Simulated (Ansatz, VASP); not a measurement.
# InHO2 in two plane-wave programs, part 2 of 2

One calculation is typed for both programs; each brings its own data sets. How far apart do they land? The cell is taken from a series of runs on this material, whose earlier steps may have relaxed, scaled, displaced or heated it; both programs get it as it stands.

VASP 6.6.1 and Ansatz 0.2.0.

So far. Step 2 (VASP: single point, LDA, pair 1): The run ends at a pressure of -2.48 GPa, with forces up to 0.16 eV/Å.

### Step 5. VASP: single point, LDA, pair 2

Level of this step: LDA; plane waves and PAW (In_d, H, O) (VASP).

With cell and atoms fixed, the geometry can't cause a difference; cores, projectors, grids and the points listed under the comparison can. The cell compared in this pair holds 79.37 Å³, against 77.67 Å³ for the pair before.

File INCAR:

```
SYSTEM = InHO2
PREC = Accurate
ENCUT = 520
EDIFF = 1E-06
NELM = 120
ISMEAR = 0
SIGMA = 0.01
LREAL = .FALSE.
ALGO = Normal
GGA = PW92
NBANDS = 34
LORBIT = 11
LWAVE = .FALSE.
LCHARG = .FALSE.
ISIF = 2
LASPH = .TRUE.
GGA_COMPAT = .FALSE.
EFERMI = MIDGAP
KPAR = 2
```

File POSCAR:

```
InHO2
1.0
    3.2838861257      0.0000000000      0.0000000000
    0.0000000000      4.5797186074      0.0000000000
    0.0000000000      0.0000000000      5.2776858519
In H O
2 2 4
Direct
    0.0000000000      0.7278178911      0.0007655666
    0.5000000000      0.2721821089      0.5007655666
    0.0000000000      0.8023920204      0.4792500740
    0.5000000000      0.1976079796      0.9792500740
    0.0000000000      0.9827511835      0.3632387268
    0.5000000000      0.0172488165      0.8632387268
    0.0000000000      0.5229990854      0.6387456325
    0.5000000000      0.4770009146      0.1387456325
```

File KPOINTS:

```
Automatic mesh
0
Gamma
8 6 6
0 0 0
```

The projector-augmented-wave data sets are In_d, H and O (LDA family, release 64).

The run is started by

```bash
> mpirun -np 2 vasp_std
```

Numbers of over 12 decimals in the logs are rounded to 6 here.

What it wrote:

```text
[banner, memory and clock lines left out]
running    2 mpi-ranks, on    1 nodes
[...]
[... a notice as in an earlier step ...]

 LDA part: xc-table for (Slater(with rela. corr.)+PW92), standard interpolation
 POSCAR, INCAR and KPOINTS ok, starting setup
[...]
entering main loop
       N       E                     dE             d eps       ncg     rms          rms(c)
DAV:   1     0.630922625511E+03    0.63092E+03   -0.25518E+04  5482   0.209E+03
DAV:   2     0.435086853397E+02   -0.58741E+03   -0.55509E+03  5890   0.530E+02
DAV:   3    -0.490841853622E+02   -0.92593E+02   -0.90762E+02  6016   0.212E+02
DAV:   4    -0.541475886919E+02   -0.50634E+01   -0.50142E+01  7072   0.507E+01
[...]
DAV:  13    -0.481713843156E+02   -0.29119E-05   -0.21958E-05  6218   0.318E-02    0.911E-03
DAV:  14    -0.481713831513E+02    0.11642E-05   -0.47421E-06  6470   0.147E-02    0.327E-03
DAV:  15    -0.481713830983E+02    0.53033E-07   -0.78191E-07  3336   0.823E-03
   1 F= -.48171383E+02 E0= -.48171383E+02  d E =0.000000E+00
```

From OUTCAR (step 5):

```text
  Total       -1.5128130     -0.9606939     -1.0519764      0.0000000      0.0000000      0.0000000
  in kB      -30.5369331    -19.3921160    -21.2347008      0.0000000      0.0000000      0.0000000
  external PRESSURE =     -23.7212500 kB  Pullay stress =       0.0000000 kB

 POSITION                                       TOTAL-FORCE (eV/Angst)
 -----------------------------------------------------------------------------------
      0.00000      3.33320      0.00404         0.000000      0.022707     -0.019451
      1.64194      1.24652      2.64288         0.000000     -0.022707     -0.019451
      0.00000      3.67473      2.52933         0.000000     -0.572677      0.425358
      1.64194      0.90499      5.16817         0.000000      0.572677      0.425358
      0.00000      4.50072      1.91706         0.000000      0.521639     -0.322724
      1.64194      0.07899      4.55590         0.000000     -0.521639     -0.322724
      0.00000      2.39519      3.37110         0.000000      0.053251     -0.083183
      1.64194      2.18453      0.73226         0.000000     -0.053251     -0.083183
 -----------------------------------------------------------------------------------
    total drift:                                0.000000      0.000000      0.000413

  FREE ENERGIE OF THE ION-ELECTRON SYSTEM (eV)
  ---------------------------------------------------
  free  energy   TOTEN  =       -48.1713830983 eV

  energy  without entropy=      -48.1713830983  energy(sigma->0) =      -48.17138310

[... 1 part as in an earlier step ...]

[... 2 further parts left out ...]
[key lines of the parts left out:]
E-fermi :   5.1066
```

The run ends at a pressure of -2.37 GPa, with forces up to 0.71 eV/Å.

### Step 6. Ansatz: single point, LDA, pair 2

The same cell, functional (in two slightly different forms) and mesh now go to Ansatz, which takes its cutoff from its data sets.

The cell is taken from a series of runs on this material, whose earlier steps may have relaxed, scaled, displaced or heated it; both programs get it as it stands.

File input.yaml:

```yaml
crystal:
  lattice:
    - [3.2838861257, 0.0, 0.0]
    - [0.0, 4.5797186074, 0.0]
    - [0.0, 0.0, 5.2776858519]
  atoms:
    - { symbol: In, position: [0.0, 0.7278178911, 0.0007655666] }
    - { symbol: In, position: [0.5, 0.2721821089, 0.5007655666] }
    - { symbol: H, position: [0.0, 0.8023920204, 0.479250074] }
    - { symbol: H, position: [0.5, 0.1976079796, 0.979250074] }
    - { symbol: O, position: [0.0, 0.9827511835, 0.3632387268] }
    - { symbol: O, position: [0.5, 0.0172488165, 0.8632387268] }
    - { symbol: O, position: [0.0, 0.5229990854, 0.6387456325] }
    - { symbol: O, position: [0.5, 0.4770009146, 0.1387456325] }
kpoints:
  mp_grid: { grid: [8, 6, 6] }
hamiltonian:
  xc: lda
  pseudopotentials: { kind: paw, source: ansatz }
scf:
  occupations: { method: fixed }
  n_extra_bands: 6
  lower_state_search: "off"
  convergence: { dr2_threshold: 1.0e-09 }
output:
  eigenvalues: true
```

The run is started by

```bash
> ansatz run input.yaml --threads 8 --pin off --max-ram 18432MiB --backend cpu --events-out ev --progress --plain --runs-dir out
```

What it wrote:

```text
[...]
Crystal: 8 atoms, lattice volume = 79.373 Å³
Basis set: ecut = 930 eV, 5093 PW (Γ)
Bands: 40, of which v1, the nominal top of the filled ones, is band 34 counted from 1 (33 counted from 0)
Symmetry: 4 space group operations
[...]
k-points: 80 of 288 (time reversal used)
[...]
--- Band table (eV; the first three rows and the last of 80) ---
  k-point 0: bands = [... 30 lower, 7.9679, 8.2628, 8.2787, 8.3568, 10.3080, 15.0892, 15.3047, 16.4198, ... 2 higher]
  k-point 1: bands = [... 30 lower, 7.9378, 8.0250, 8.2624, 8.2743, 10.8485, 14.8539, 15.6389, 16.5946, ... 2 higher]
  k-point 2: bands = [... 30 lower, 7.4971, 7.8412, 8.2618, 8.2668, 11.9416, 14.1666, 16.4722, 17.0529, ... 2 higher]
  k-point 79: bands = [... 30 lower, 7.2234, 7.2234, 7.9147, 7.9147, 14.1987, 14.1987, 16.7841, 16.7841, ... 2 higher]
[key lines of the parts left out:]
SCF converged after 11 iterations
Free energy (F): -19906.885024 eV
Fermi energy:    8.356801 eV
```

### Step 7. Side by side

What differs besides the data sets and the points named for the pairs above, as far as they apply: the data sets hold 68 valence electrons in Ansatz (on PAW files that the input asks for by source) and 52 in VASP. Total energies have different zeros and are not compared.

The two programs side by side:

```csv
quantity,Ansatz,VASP,difference
gap on the k mesh (eV),1.951,1.969,-0.018
```

A gap on the mesh is an upper bound, since the band edges may lie between its points.

### Step 8. Ansatz: single point, r2SCAN

A single point takes one fixed geometry, so differences don't come from the geometry; what else differs is listed under the comparison. The cell compared in this pair holds 77.67 Å³, against 79.37 Å³ for the pair before.

The cell is taken from a series of runs on this material, whose earlier steps may have relaxed, scaled, displaced or heated it; both programs get it as it stands.

File input.yaml:

```yaml
crystal:
  lattice:
    - [4.5085608821, 0.0, 0.0]
    - [0.0, 5.2583612626, 0.0]
    - [0.0, 0.0, 3.2763589048]
  atoms:
    - { symbol: In, position: [0.5, 0.5, 0.5] }
    - { symbol: In, position: [0.0, 0.0, 0.0] }
    - { symbol: H, position: [0.5, 0.0, 0.5] }
    - { symbol: H, position: [0.0, 0.5, 0.0] }
    - { symbol: O, position: [0.2795201503, 0.8686657686, 0.5] }
    - { symbol: O, position: [0.7204798497, 0.1313342314, 0.5] }
    - { symbol: O, position: [0.2204798497, 0.3686657686, 0.0] }
    - { symbol: O, position: [0.7795201503, 0.6313342314, 0.0] }
kpoints:
  mp_grid: { grid: [6, 6, 8] }
hamiltonian:
  xc: r2scan
  pseudopotentials: { kind: paw, source: ansatz }
scf:
  occupations: { method: fixed }
  n_extra_bands: 6
  lower_state_search: "off"
  convergence: { dr2_threshold: 1.0e-09 }
output:
  eigenvalues: true
```

What it wrote:

```text
[...]
Crystal: 8 atoms, lattice volume = 77.675 Å³
Basis set: ecut = 1050 eV, 6001 PW (Γ), exchange–correlation on 216×256×160 points (64 copies of the dense FFT grid, shifted against one another)
Bands: 40, of which v1, the nominal top of the filled ones, is band 34 counted from 1 (33 counted from 0)
Symmetry: 8 space group operations
[...]
k-points: 80 of 288
[...]
--- Band table (eV; the first three rows and the last of 80) ---
  k-point 0: bands = [... 30 lower, 8.4090, 8.4685, 8.5860, 8.6618, 11.4121, 16.3249, 16.7123, 17.8910, ... 2 higher]
  k-point 1: bands = [... 30 lower, 8.1925, 8.3623, 8.3754, 8.5912, 12.1108, 16.5839, 17.1837, 18.3030, ... 2 higher]
  k-point 2: bands = [... 30 lower, 7.8341, 7.9946, 8.1572, 8.5531, 13.4993, 16.9789, 18.3456, 19.1834, ... 2 higher]
  k-point 79: bands = [... 30 lower, 7.5446, 7.5446, 8.1838, 8.1838, 15.6007, 15.6007, 18.2394, 18.2394, ... 2 higher]
[key lines of the parts left out:]
SCF converged after 10 iterations
Free energy (F): -20270.172321 eV
Fermi energy:    8.661849 eV
```

### Step 9. VASP: single point, r2SCAN

The same cell, functional and mesh now go to VASP, with its own data sets.

File INCAR:

```
SYSTEM = InHO2
PREC = Accurate
ENCUT = 580
EDIFF = 1E-06
NELM = 120
ISMEAR = 0
SIGMA = 0.01
LREAL = .FALSE.
ALGO = Normal
METAGGA = R2SCAN
LASPH = .TRUE.
NBANDS = 34
LORBIT = 11
LWAVE = .FALSE.
LCHARG = .FALSE.
ISIF = 2
GGA_COMPAT = .FALSE.
EFERMI = MIDGAP
LMIXTAU = .TRUE.
KPAR = 2
```

File POSCAR:

```
InHO2
1.0
    4.5085608821      0.0000000000      0.0000000000
    0.0000000000      5.2583612626      0.0000000000
    0.0000000000      0.0000000000      3.2763589048
In H O
2 2 4
Direct
    0.5000000000      0.5000000000      0.5000000000
    0.0000000000      0.0000000000      0.0000000000
    0.5000000000      0.0000000000      0.5000000000
    0.0000000000      0.5000000000      0.0000000000
    0.2795201503      0.8686657686      0.5000000000
    0.7204798497      0.1313342314      0.5000000000
    0.2204798497      0.3686657686      0.0000000000
    0.7795201503      0.6313342314      0.0000000000
```

File KPOINTS:

```
Automatic mesh
0
Gamma
6 6 8
0 0 0
```

Potentials, in the order of the species: In_d, H and O (PBE family, release 64).

The run is started by

```bash
> mpirun -np 2 vasp_std
```

What it wrote:

```text
[banner, memory and clock lines left out]
running    2 mpi-ranks, on    1 nodes
[...]
[... a notice as in an earlier step ...]

 LDA part: xc-table for (None), standard interpolation
 POSCAR, INCAR and KPOINTS ok, starting setup
[...]
entering main loop
       N       E                     dE             d eps       ncg     rms          rms(c)
DAV:   1     0.622064490566E+03    0.62206E+03   -0.27551E+04  5482   0.227E+03
DAV:   2    -0.262835232339E+01   -0.62469E+03   -0.59029E+03  5930   0.568E+02
DAV:   3    -0.102165868981E+03   -0.99538E+02   -0.96919E+02  5956   0.223E+02
DAV:   4    -0.107801900390E+03   -0.56360E+01   -0.55789E+01  7122   0.542E+01
[...]
DAV:  19    -0.884900918638E+02   -0.14916E-04   -0.48232E-06  5740   0.172E-02    0.266E-02
DAV:  20    -0.884900987911E+02   -0.69273E-05   -0.27200E-06  4680   0.144E-02    0.204E-02
DAV:  21    -0.884900985191E+02    0.27199E-06   -0.90069E-07  4132   0.772E-03
   1 F= -.88490099E+02 E0= -.88490099E+02  d E =0.000000E+00
```

From OUTCAR (step 9):

```text
  Total        0.9815139      1.0202743      1.1006923      0.0000000      0.0000000      0.0000000
  in kB       20.2454389     21.0449400     22.7037018      0.0000000      0.0000000      0.0000000
  external PRESSURE =      21.3313602 kB  Pullay stress =       0.0000000 kB

 POSITION                                       TOTAL-FORCE (eV/Angst)
 -----------------------------------------------------------------------------------
      2.25428      2.62918      1.63818         0.000000      0.000000      0.000000
      0.00000      0.00000      0.00000         0.000000      0.000000      0.000000
      2.25428      0.00000      1.63818         0.000000      0.000000      0.000000
      0.00000      2.62918      0.00000         0.000000      0.000000      0.000000
      1.26023      4.56776      1.63818         0.039353      0.017440      0.000000
      3.24833      0.69060      1.63818        -0.039353     -0.017440      0.000000
      0.99405      1.93858      0.00000        -0.039353      0.017440      0.000000
      3.51451      3.31978      0.00000         0.039353     -0.017440     -0.000000
 -----------------------------------------------------------------------------------
    total drift:                                0.000000      0.000000      0.000000

  FREE ENERGIE OF THE ION-ELECTRON SYSTEM (eV)
  ---------------------------------------------------
  free  energy   TOTEN  =       -88.4900985191 eV

  energy  without entropy=      -88.4900985191  energy(sigma->0) =      -88.49009852

[... 1 part as in an earlier step ...]

[... 2 further parts left out ...]
[key lines of the parts left out:]
E-fermi :   5.6383
```

The run ends at a pressure of 2.13 GPa, with forces up to 0.043 eV/Å.

### Step 10. Side by side

What differs besides the data sets and the points named for the pairs above, as far as they apply: VASP keeps PBE cores, Ansatz makes them for the functional; the data sets hold 68 valence electrons in Ansatz (on PAW files that the input asks for by source) and 52 in VASP; the cutoff is 1050 eV in Ansatz and 580 eV in VASP. Total energies have different zeros and are not compared.

The two programs side by side:

```csv
quantity,Ansatz,VASP,difference
gap on the k mesh (eV),2.750,2.749,+0.002
```

A gap on the mesh is an upper bound, since the band edges may lie between its points. VASP's last cycles still show a density residual of 2e-03, so its state may not be settled.

### Step 11. What came out

```yaml
difference_in_gap_on_the_k_mesh_single_point_lda_pair_1: -0.025 eV
difference_in_gap_on_the_k_mesh_single_point_lda_pair_2: -0.018 eV
difference_in_gap_on_the_k_mesh_single_point_r2scan: 0.0015 eV
```

What this shows: The difference in gap on the k mesh is -0.025 eV (single point, LDA, pair 1), within the 0.08 eV picked in this series as the mark of a large difference. The data sets hold unlike numbers of valence electrons (68 in Ansatz and 52 in VASP), so part of the differences may come from the potentials. 3 further pairs of this series are not shown here. Such differences can come from data sets, numerical settings and the points named under the comparisons, not from the functional's error against experiment.

[Lines on the potential files, build, host, timing and source positions are cut from VASP's logs without a mark.]

[Logs are printed without paths, hosts, clocks, repeated set-up lines and the standing remarks that a program may print on its own settings, such as how far it seeks lower states.]

[Hosts, paths, dates, database ids (printed as entryN), source tags and the programs' standing remarks are cut or masked in the printed files.]
